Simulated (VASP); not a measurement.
Energy against volume of Sn (beta). Level of theory: vdW-DF-cx, VASP's PBE PAW potentials (set 64) (plane waves; VASP). Numerical set-up: 520 eV cut-off, 13×13×13 Γ-centred mesh, first-order Methfessel-Paxton smearing of 0.10 eV, potentials Sn_d.

Shape and ions are relaxed at each volume.

| V (Å³/atom) | E (eV/atom) |
|---|---|
| 25.471 | -0.77810 |
| 26.284 | -0.79289 |
| 27.097 | -0.79770 |
| 27.910 | -0.79405 |

Task: Fit these four points and predict the energy of the run at 28.723 Å³/atom.

Result: A cubic in V^(−2/3), the third-order Birch-Murnaghan form, passes through the four points with V0 = 27.13 Å³/atom and B0 = 55 GPa, and gives -0.7832 eV/atom there. The run gave -0.7834 eV/atom, -0.1 meV/atom from the fit; all five points give B0 = 55 GPa.

The compound is Sn in the beta structure. It was relaxed first.
